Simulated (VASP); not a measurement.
Output of a VASP run:

### OSZICAR
```
       N       E                     dE             d eps       ncg     rms          rms(c)
DAV:   1     0.256767740366E+03    0.25677E+03   -0.11693E+04   924   0.958E+02
DAV:   2    -0.129936845949E+02   -0.26976E+03   -0.25700E+03  1014   0.380E+02
DAV:   3    -0.339806565954E+02   -0.20987E+02   -0.19846E+02  1326   0.917E+01
DAV:   4    -0.348949463225E+02   -0.91429E+00   -0.89186E+00  1122   0.201E+01
DAV:   5    -0.349516890163E+02   -0.56743E-01   -0.55949E-01  1324   0.337E+00    0.254E+01
DAV:   6    -0.336741006263E+02    0.12776E+01   -0.90812E+00  1424   0.287E+01    0.154E+01
DAV:   7    -0.406798251519E+02   -0.70057E+01   -0.49441E+01  1536   0.739E+01    0.207E+01
DAV:   8    -0.329440039034E+02    0.77358E+01   -0.14491E+01  1554   0.467E+01    0.561E+00
DAV:   9    -0.327773039375E+02    0.16670E+00   -0.29802E+00  1440   0.154E+01    0.162E+00
DAV:  10    -0.327761948499E+02    0.11091E-02   -0.12946E-01  1096   0.366E+00    0.815E-01
DAV:  11    -0.327728007153E+02    0.33941E-02   -0.39588E-02  1484   0.175E+00    0.449E-01
DAV:  12    -0.327713959811E+02    0.14047E-02   -0.53525E-03  1350   0.752E-01    0.117E-01
DAV:  13    -0.327713119778E+02    0.84003E-04   -0.44329E-04  1188   0.155E-01    0.550E-02
DAV:  14    -0.327712940138E+02    0.17964E-04   -0.96779E-05  1300   0.596E-02    0.219E-02
DAV:  15    -0.327712930038E+02    0.10101E-05   -0.18516E-05  1076   0.236E-02    0.157E-02
DAV:  16    -0.327712955204E+02   -0.25166E-05   -0.10885E-05  1230   0.219E-02    0.695E-03
DAV:  17    -0.327712985713E+02   -0.30510E-05   -0.11062E-06   570   0.838E-03    0.850E-03
DAV:  18    -0.327713068072E+02   -0.82359E-05   -0.16271E-06   602   0.123E-02    0.317E-03
DAV:  19    -0.327713107964E+02   -0.39892E-05   -0.12884E-06   564   0.881E-03    0.273E-03
DAV:  20    -0.327713115132E+02   -0.71681E-06   -0.27108E-07   474   0.504E-03
   1 F= -.32771312E+02 E0= -.32686130E+02  d E =-.170364E+00
```

File OUTCAR:
```
------------------------ aborting loop because EDIFF is reached ----------------------------------------
  FORCE on cell =-STRESS in cart. coord.  units (eV):
  Direction    XX          YY          ZZ          XY          YZ          ZX
  --------------------------------------------------------------------------------------
  Total       -2.8229266     -2.8229266     -1.5240382      0.0000000      0.0000000     -0.0000000
  in kB      -38.9243632    -38.9243632    -21.0144387      0.0000000      0.0000000     -0.0000000
  external PRESSURE =     -32.9543884 kB  Pullay stress =       0.0000000 kB
  volume of cell :      116.20
      direct lattice vectors                 reciprocal lattice vectors
     2.715290000  0.000000000  0.000000000     0.368284787  0.368284787  0.000000000
    -2.715290000  2.715290000  0.000000000     0.000000000  0.368284787  0.000000000
     0.000000000  0.000000000 15.760000000     0.000000000  0.000000000  0.063451777
 POSITION                                       TOTAL-FORCE (eV/Angst)
 -----------------------------------------------------------------------------------
      0.00000      0.00000      6.92000         0.000000      0.000000     -0.806591
     -1.35764      1.35764      5.00000        -0.000000     -0.000000      0.480143
      0.00000      0.00000     10.76000         0.000000     -0.000000     -0.480143
     -1.35764      1.35764      8.84000         0.000000      0.000000      0.806591
 -----------------------------------------------------------------------------------
    total drift:                               -0.000000      0.000000     -0.000000
  FREE ENERGIE OF THE ION-ELECTRON SYSTEM (eV)
  ---------------------------------------------------
  free  energy   TOTEN  =       -32.7713115132 eV

  energy  without entropy=      -32.6009476427  energy(sigma->0) =      -32.68612958
```
(Selected blocks of OUTCAR.)

**POSCAR**
```
Ir
1
    2.7152900000     0.0000000000     0.0000000000
   -2.7152900000     2.7152900000     0.0000000000
    0.0000000000     0.0000000000    15.7600000000
Ir
4
Direct
  0.0000000000   0.0000000000   0.4390860000
  1.0000000000   0.5000000000   0.3172590000
  0.0000000000   0.0000000000   0.6827410000
  1.0000000000   0.5000000000   0.5609140000
```

Question: Write an INCAR and KPOINTS that could have produced this output.

Answer: One answer among several that fit: the input of the run itself, PBE GGA, plane waves, VASP's PBE PAW potentials (set 64).

**KPOINTS**
```
kpoints
0
Gamma
8 6 1
0 0 0
```

### INCAR
```
ALGO = Normal   ! blocked Davidson
LMAXMIX = 6
EDIFF = 1E-6   ! SCF stop (eV)
LCHARG = F
SYSTEM = Ir
LREAL = F   ! projection in real space or not
LASPH = T   ! aspherical one-centre terms
GGA = PE   ! PBE
PREC = Accurate
ISMEAR = -1   ! Fermi-Dirac
LWAVE = F
NELM = 100   ! most electronic steps
ISIF = 2   ! forces and stress, cell fixed
SIGMA = 0.1
ENCUT = 300
```

POTCAR, in this order: Ir (PBE.64 set). Program: vasp_std.

At this cut-off the stress carries a Pulay error, which pulls relaxed volumes low. The cell holds a wide vacuum, so values per volume refer to the whole cell.

The cell is a sheet with vacuum, built from a generated structure.
